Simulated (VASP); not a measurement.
VASP input:

**POSCAR**
```
Ni3Si
1
    3.4614484476     0.0000000000     0.0000000000
    0.0000000000     3.4614484476     0.0000000000
    0.0000000000     0.0000000000     3.4614484476
Si Ni
1 3
Direct
  0.0000000000   0.0000000000   0.0000000000
  0.0000000000   0.5000000000   0.5000000000
  0.5000000000   0.0000000000   0.5000000000
  0.5000000000   0.5000000000   0.0000000000
```

INCAR:
```
LWAVE = .FALSE.
ISIF = 2   # forces and stress, cell fixed
LASPH = .TRUE.
PREC = Accurate
GGA = RP   # RPBE
ISMEAR = 1   # Methfessel-Paxton
ENCUT = 520   # plane-wave cut-off (eV)
SYSTEM = Ni3Si
LCHARG = .FALSE.
EDIFF = 1E-7   # SCF stop (eV)
LMAXMIX = 4   # l cut-off of mixed one-centre charges
NELM = 100
LREAL = .FALSE.
ALGO = Normal
SIGMA = 0.1   # width (eV)
```

KPOINTS:
```
K-points
0
Gamma
  9 9 9
0 0 0
```

POTCAR, in this order: Si Ni (PBE.64 set). Program: vasp_std.

### Question
Write an equivalent input for Quantum ESPRESSO's pw.x.

### Answer
One equivalent input (not run):
```
&CONTROL
  calculation = 'scf'
  pseudo_dir = './pseudo'
  outdir = './out'
  tprnfor = .true.
  tstress = .true.
/
&SYSTEM
  ibrav = 0
  nat = 4
  ntyp = 2
  ecutwfc = 98
  occupations = 'smearing'
  smearing = 'methfessel-paxton'
  degauss = 0.00735
  input_dft = 'rpbe'
/
&ELECTRONS
  conv_thr = 7.3e-09
  electron_maxstep = 100
/
ATOMIC_SPECIES
  Si 28.085 Si.upf
  Ni 58.693 Ni.upf
CELL_PARAMETERS angstrom
     3.4614484    0.0000000    0.0000000
     0.0000000    3.4614484    0.0000000
     0.0000000    0.0000000    3.4614484
ATOMIC_POSITIONS crystal
  Si   0.0000000  0.0000000  0.0000000
  Ni   0.0000000  0.5000000  0.5000000
  Ni   0.5000000  0.0000000  0.5000000
  Ni   0.5000000  0.5000000  0.0000000
K_POINTS automatic
  9 9 9 0 0 0
```
Limits of the translation: the potentials are each code's own (VASP's PAW set, PseudoDojo norm-conserving files in pw.x), so ENCUT and ecutwfc are chosen apart and not converted; conv_thr bounds pw.x's estimated SCF error, while EDIFF bounds the energy change between steps.

The compound is Ni3Si in the L1_2 structure. This cell is one point of a volume scan, at 0.94 of the reference volume.
